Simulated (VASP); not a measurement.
VASP runs on MgS (space group Fm-3m) share one base input (PBE0 hybrid, plane waves, VASP's PBE PAW potentials (set 64)) and change the settings named in each case.

### KPOINTS
```
Automatic mesh
0
Gamma
7 7 7
0 0 0
```

### POSCAR
```
MgS
1
    0.0000000000     2.5486660000     2.5486660000
    2.5486660000     0.0000000000     2.5486660000
    2.5486660000     2.5486660000     0.0000000000
Mg S
1 1
Direct
  0.0000000000   0.0000000000   0.0000000000
  0.5000000000   0.5000000000   0.5000000000
```

INCAR:
```
! general
SYSTEM  =MgS
PREC    =Accurate
ENCUT   =300
LREAL   =.False.
LASPH   =.True.
ISYM    =3

! electronic loop
EDIFF   =1E-6
NELM    =100
ALGO    =Normal

! smearing
ISMEAR  =0
SIGMA   =0.01

! functional
GGA     =PE
LHFCALC =.True.
AEXX    =0.25
HFRCUT  =-1
PRECFOCK=Fast

! ions
ISIF    =2

! output
LWAVE   =.False.
LCHARG  =.False.
```

POTCAR, in this order: Mg S (PBE.64 set). Program: vasp_std.

```
change                                                                         E(σ→0) (eV/atom)  pressure (GPa)
-----------------------------------------------------------------------------  ----------------  --------------
base run                                                                                -5.2076            4.59
AEXX removed, HFRCUT removed, ISYM removed, LHFCALC removed, PRECFOCK removed           -4.2262            6.19
HFRCUT removed, HFSCREEN = 0.2                                                          -4.9406            4.57
KPOINTS 5×5×5 Γ-centred mesh                                                            -5.2030      (withheld)
KPOINTS 6×6×6 Γ-centred mesh                                                            -5.2067            4.60
KPOINTS 8×8×8 Γ-centred mesh                                                            -5.2078            4.58
KPOINTS 9×9×9 Γ-centred mesh                                                            -5.2078            4.58
ENCUT = 210                                                                             -5.2023            1.63
ENCUT = 270                                                                             -5.2061            4.21
EDIFF = 1E-03                                                                           -5.2077            4.40
```

**Question.** Fill in the missing entries.

**Answer.** 
- KPOINTS 5×5×5 Γ-centred mesh, pressure (GPa): 4.67

Energies of different potentials or functionals have different zeros.

Left out are runs that ran out of time, are held back, or changed the cell or the kind of run, fixed moments of cells without a moment, rows past the twelfth, gaps on odd meshes, pressures of charged cells and columns that move by less than the noise.

The structure comes from a computed database's MgS entry; how it stands against other phases isn't given here. The cell was not relaxed at this level, its lattice was scaled by up to 2.5 %.
